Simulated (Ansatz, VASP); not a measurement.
# Cross-check of CoSn between VASP and Ansatz

One calculation is typed for both programs; each brings its own data sets. How far apart do they land? The cell is taken from a series of runs on this material, whose earlier steps may have relaxed, scaled, displaced or heated it; both programs get it as it stands.

Main program and level: Ansatz 0.2.0; plane waves, with VASP 6.6.1 beside it; relaxation of cell and atoms at BLYP with D3(BJ).

**1. Set-up**

The structure is hexagonal, space group P6/mmm (No. 191). The conventional cell has a = 5.246 Å, b = 5.246 Å, c = 4.188 Å, α = 90.00°, β = 90.00°, γ = 120.00°. Nearest to Co lie 6 Sn at 2.58 to 2.62 Å and 4 Co at 2.62 Å. Nearest to Sn lie 6 Co at 2.58 Å. Nearest to Sn lie 6 Co at 2.62 Å. Farther neighbours are not listed.

**2. VASP: relaxation of cell and atoms, BLYP with D3(BJ)**

The relaxed volume is the usual yardstick between codes: in a stiff, nearly cubic crystal its relative difference is about their pressure difference at one cell divided by the bulk modulus.

Lines of VASP's logs that name or quote its potential files are left out, and so is its time.

INCAR reads:

```
SYSTEM = CoSn
PREC = Accurate
ENCUT = 600
EDIFF = 1E-07
NELM = 120
ISMEAR = 0
SIGMA = 0.1
LREAL = .FALSE.
ALGO = Normal
GGA = B5
ALDAX = 1
AGGAX = 1
AGGAC = 1
ALDAC = 0
IVDW = 12
VDW_S6 = 1
VDW_S8 = 2.6996
VDW_A1 = 0.4298
VDW_A2 = 4.2359
NBANDS = 42
LASPH = .TRUE.
LORBIT = 11
LWAVE = .FALSE.
LCHARG = .FALSE.
ISIF = 3
IBRION = 2
NSW = 80
EDIFFG = -0.005
GGA_COMPAT = .FALSE.
NELMIN = 4
KPAR = 2
```

POSCAR reads:

```
CoSn
1.0
    5.2460400000      0.0000000000      0.0000000000
   -2.6230200000      4.5432040000      0.0000000000
    0.0000000000      0.0000000000      4.1875900000
Co Sn
3 3
Direct
    0.0000000000      0.5000000000      0.0000000000
    0.5000000000      0.5000000000      0.0000000000
    0.5000000000      0.0000000000      0.0000000000
    0.6666666300      0.3333332600      0.5000000000
    0.3333333700      0.6666667400      0.5000000000
    0.0000000000      0.0000000000      0.0000000000
```

KPOINTS reads:

```
Automatic mesh
0
Gamma
9 9 8
0 0 0
```

PAW data sets: Co and Sn_d (PBE family, release 64).

On the command line:

```console
mpirun -np 2 vasp_std
```

Numbers of over 12 decimals in the logs are rounded to 6 here.

What it wrote:

```text
[banner, memory and clock lines left out]
running    2 mpi-ranks, on    1 nodes
 distrk:  each k-point on    1 cores,    2 groups
 distr:  one band on    1 cores,    1 groups

 POSCAR found type information on POSCAR CoSn
 POSCAR found :  2 types and       6 ions
|                                                                             |
|               ----> ADVICE to this user running VASP <----                  |
|                                                                             |
|     You enforced a specific xc type in the INCAR file but a different       |
|     [... a line on the potential file left out ...]
|     I HOPE YOU KNOW WHAT YOU ARE DOING!                                     |
|                                                                             |

 LDA part: xc-table for (Slater(with rela. corr.)+VWN5), standard interpolation
 POSCAR, INCAR and KPOINTS ok, starting setup
 FFT: planning ... GRIDC
 FFT: planning ... GRID_SOFT
 FFT: planning ... GRID
 WAVECAR not read
 entering main loop
       N       E                     dE             d eps       ncg     rms          rms(c)
DAV:   1     0.731944084338E+03    0.73194E+03   -0.34588E+04  5088   0.287E+03
DAV:   2     0.848164212137E+02   -0.64713E+03   -0.63146E+03  5040   0.666E+02
DAV:   3    -0.233614977835E+02   -0.10818E+03   -0.10529E+03  5078   0.245E+02
DAV:   4    -0.291841448435E+02   -0.58226E+01   -0.57669E+01  5912   0.623E+01
DAV:   5    -0.293687391587E+02   -0.18459E+00   -0.18440E+00  6830   0.102E+01    0.129E+01
DAV:   6    -0.295472190106E+02   -0.17848E+00   -0.17958E+01  6114   0.420E+01    0.107E+01
DAV:   7    -0.274848514160E+02    0.20624E+01   -0.98349E+00  5854   0.322E+01    0.502E+00
DAV:   8    -0.272459768922E+02    0.23887E+00   -0.12838E+00  5580   0.911E+00    0.107E+00
DAV:   9    -0.272349306693E+02    0.11046E-01   -0.13465E-01  6166   0.403E+00    0.346E-01
DAV:  10    -0.272346137109E+02    0.31696E-03   -0.14613E-02  5664   0.107E+00    0.217E-01
DAV:  11    -0.272343514304E+02    0.26228E-03   -0.16906E-03  6968   0.390E-01    0.491E-02
DAV:  12    -0.272344314416E+02   -0.80011E-04   -0.23582E-04  5706   0.119E-01    0.227E-02
DAV:  13    -0.272344313679E+02    0.73756E-07   -0.31317E-05  6198   0.608E-02    0.603E-03
DAV:  14    -0.272344315606E+02   -0.19267E-06   -0.44104E-06  5716   0.244E-02    0.289E-03
DAV:  15    -0.272344309577E+02    0.60281E-06   -0.58217E-07  5648   0.754E-03    0.817E-04
DAV:  16    -0.272344306882E+02    0.26955E-06   -0.10087E-07  3340   0.302E-03    0.293E-04
DAV:  17    -0.272344306936E+02   -0.54324E-08   -0.25655E-08  2696   0.173E-03
   1 F= -.33328186E+02 E0= -.33322770E+02  d E =-.333282E+02
[...]
2 F= -.33328773E+02 E0= -.33323462E+02  d E =-.586706E-03
[...]
3 F= -.33330862E+02 E0= -.33325507E+02  d E =-.267513E-02
 curvature:  -0.27 expect dE=-0.853E-04 dE for cont linesearch -0.722E-09
 trial: gam= 0.03104 g(F)=  0.772E-41 g(S)=  0.321E-03 ort = 0.525E-05 (trialstep = 0.906E+00)
 search vector abs. value=  0.331E-03
 bond charge predicted
       N       E                     dE             d eps       ncg     rms          rms(c)
DAV:   1    -0.272842960431E+02    0.18465E-02   -0.34213E-02  5470   0.134E+00    0.209E-01
DAV:   2    -0.272839307166E+02    0.36533E-03   -0.43568E-03  5920   0.942E-01    0.186E-01
DAV:   3    -0.272835014712E+02    0.42925E-03   -0.24018E-03  5848   0.564E-01    0.113E-01
DAV:   4    -0.272832106003E+02    0.29087E-03   -0.58910E-04  7640   0.304E-01    0.146E-02
DAV:   5    -0.272832166655E+02   -0.60652E-05   -0.10221E-04  5328   0.121E-01    0.800E-03
DAV:   6    -0.272832171515E+02   -0.48598E-06   -0.99421E-06  6162   0.276E-02    0.454E-03
DAV:   7    -0.272832171232E+02    0.28259E-07   -0.89785E-07  5406   0.138E-02
   4 F= -.33331010E+02 E0= -.33325748E+02  d E =-.148039E-03
 trial-energy change:   -0.000148  1 .order   -0.000143   -0.000291    0.000005
 step:   0.8910(harm=  0.8893)  dis= 0.00000  next Energy=   -33.331010 (dE=-0.148E-03)
 reached required accuracy - stopping structural energy minimisation
```

OUTCAR, selected parts (step 2):

```text
ion  position               nearest neighbor table
   1  0.000  0.500  0.000-   4 2.58   5 2.58   4 2.58   5 2.58   2 2.62   2 2.62   6 2.62   6 2.62
                             3 2.62   3 2.62
   2  0.500  0.500  0.000-   4 2.58   5 2.58   4 2.58   5 2.58   1 2.62   1 2.62   6 2.62   3 2.62
                             3 2.62   6 2.62
   3  0.500  0.000  0.000-   4 2.58   5 2.58   4 2.58   5 2.58   6 2.62   6 2.62   1 2.62   2 2.62
                             2 2.62   1 2.62
   4  0.667  0.333  0.500-   3 2.58   3 2.58   1 2.58   1 2.58   2 2.58   2 2.58   5 3.03   5 3.03
                             5 3.03   6 3.68   6 3.68   6 3.68   6 3.68   6 3.68   6 3.68
   5  0.333  0.667  0.500-   3 2.58   3 2.58   1 2.58   1 2.58   2 2.58   2 2.58   4 3.03   4 3.03
                             4 3.03   6 3.68   6 3.68   6 3.68   6 3.68   6 3.68   6 3.68
   6  0.000  0.000  0.000-   3 2.62   3 2.62   1 2.62   1 2.62   2 2.62   2 2.62   5 3.68   4 3.68
                             5 3.68   4 3.68   4 3.68   5 3.68   5 3.68   4 3.68   5 3.68   5 3.68

  LATTYP: Found a hexagonal cell.
 ALAT       =     5.2460400000
 C/A-ratio  =     0.7982382902

 Subroutine GETGRP returns: Found 24 space group operations
 (whereof 24 operations were pure point group operations)

The static configuration has the point symmetry D_6h.

 Found     60 irreducible k-points:

   k-points           NKPTS =     60   k-points in BZ     NKDIM =     60   number of bands    NBANDS=     42

   dimension x,y,z NGX =    42 NGY =   42 NGZ =   36
   dimension x,y,z NGXF=    84 NGYF=   84 NGZF=   72

   ENCUT  =  600.0 eV  44.10 Ry    6.64 a.u.  10.48 10.48  8.36*2*pi/ulx,y,z

   NELECT =      69.0000    total number of electrons

 k-points in reciprocal lattice and weights: Automatic mesh
   0.00000000  0.00000000  0.00000000       0.002
   0.11111111 -0.00000000  0.00000000       0.009
   0.22222222  0.00000000  0.00000000       0.009
   0.33333333 -0.00000000  0.00000000       0.009
   0.44444444  0.00000000  0.00000000       0.009
   0.11111111  0.11111111  0.00000000       0.009
   0.22222222  0.11111111  0.00000000       0.019
   0.33333333  0.11111111  0.00000000       0.019
   0.44444444  0.11111111  0.00000000       0.009
[...]
0.33333333  0.22222222  0.50000000       0.019
   0.33333333  0.33333333  0.50000000       0.003

 Edisp (eV)   -6.04472

 average (electrostatic) potential at core
       1 -77.4492       2 -77.4492       3 -77.4492       4 -96.5755       5 -96.5755
       6 -96.6962

 E-fermi :  10.5605

 k-point     1 :       0.0000    0.0000    0.0000
  band No.  band energies     occupation
    ...
     30      10.0841      2.00000
     31      10.1072      2.00000
     32      10.1072      2.00000
     33      10.1353      2.00000
     34      10.1353      2.00000
     35      11.1009      0.00000
     36      11.1523      0.00000
     37      11.9737      0.00000
     38      11.9737      0.00000
     39      13.7107      0.00000
    ...

 k-point     2 :       0.1111   -0.0000    0.0000
  band No.  band energies     occupation
    ...
     30      10.0536      2.00000
     31      10.1106      2.00000
     32      10.1292      2.00000
     33      10.1539      2.00000
     34      10.2259      2.00000
     35      11.1051      0.00000
     36      11.3479      0.00000
     37      12.0315      0.00000
     38      12.1064      0.00000
     39      13.7981      0.00000
    ...

 k-point     3 :       0.2222    0.0000    0.0000
  band No.  band energies     occupation
    ...
     30       9.9549      2.00000
     31      10.0727      2.00000
     32      10.1246      2.00000
     33      10.2300      2.00000
     34      10.5030      1.58401
     35      11.1558      0.00000
     36      11.6443      0.00000
     37      12.2711      0.00000
     38      12.7171      0.00000
     39      13.8451      0.00000
    ...

 Edisp (eV)   -6.04779

  Total       0.00643     0.00643     0.00819     0.00000    -0.00000     0.00000
  in kB       0.10255     0.10255     0.13048     0.00000    -0.00000     0.00000
  external pressure =        0.11 kB  Pullay stress =        0.00 kB

  energy-cutoff  :      600.00
  volume of cell :      100.53
      direct lattice vectors                 reciprocal lattice vectors
     5.265540836 -0.000000000 -0.000000000     0.189914015  0.109646905 -0.000000000
    -2.632770418  4.560092221  0.000000000     0.000000000  0.219293811 -0.000000000
    -0.000000000  0.000000000  4.186922797     0.000000000 -0.000000000  0.238838892

 POSITION                                       TOTAL-FORCE (eV/Angst)
 -----------------------------------------------------------------------------------
      3.94916      2.28005      4.18692        -0.000000     -0.000000      0.000000
      1.31639      2.28005      4.18692        -0.000000     -0.000000      0.000000
     -0.00000      4.56009      4.18692        -0.000000     -0.000000      0.000000
      2.63277      1.52003      2.09346        -0.000000     -0.000000     -0.000000
     -0.00000      3.04006      2.09346         0.000000      0.000000      0.000000
      2.63277      4.56009      4.18692        -0.000000     -0.000000      0.000000
 -----------------------------------------------------------------------------------
    total drift:                                0.000000      0.000000     -0.000000

  FREE ENERGIE OF THE ION-ELECTRON SYSTEM (eV)
  ---------------------------------------------------
  free  energy   TOTEN  =       -33.3310096126 eV

  energy  without entropy=      -33.3204856582  energy(sigma->0) =      -33.32574764

 reached required accuracy - stopping structural energy minimisation

 total charge
# of ion       s       p       d       tot
------------------------------------------
    1        0.399   0.456   7.529   8.384
    2        0.399   0.456   7.529   8.384
    3        0.399   0.456   7.529   8.384
    4        1.146   1.277  10.076  12.499
    5        1.146   1.277  10.076  12.499
    6        1.180   1.126  10.044  12.350
--------------------------------------------------
tot          4.669   5.048  52.782  62.499

[... 3 further parts left out ...]
```

CONTCAR:

```
CoSn
   1.00000000000000
     5.2655408364541332   -0.0000000000000000   -0.0000000000000000
    -2.6327704182270666    4.5600922207766965    0.0000000000000000
    -0.0000000000000000    0.0000000000000000    4.1869227968479397
  Co              Sn
     3     3
Direct
     1.0000000000000000    0.5000000000000000    1.0000000000000000
     0.5000000000000000    0.5000000000000000    1.0000000000000000
     0.5000000000000000    1.0000000000000000    1.0000000000000000
     0.6666666300000017    0.3333332600000034    0.5000000000000000
     0.3333333699999983    0.6666667399999966    0.5000000000000000
     1.0000000000000000    1.0000000000000000    1.0000000000000000
```

This run has no spin polarisation, so a moment on Co, if there is one, isn't seen. Its electron count is odd, so without a moment it is a metal by construction. Dispersion corrections of this kind ignore metallic screening and tend to overbind metals. The run keeps the 24 symmetry operations of its start, so it cannot find a distortion of lower symmetry.

(Part 1 of 2 ends here.)

[Lines on the potential files, build, host, timing and source positions are cut from VASP's logs without a mark.]

[Logs are printed without paths, hosts, clocks, repeated set-up lines and the standing remarks that a program may print on its own settings, such as how far it seeks lower states.]

[Hosts, paths, dates, database ids (printed as entryN), source tags and the programs' standing remarks are cut or masked in the printed files.]
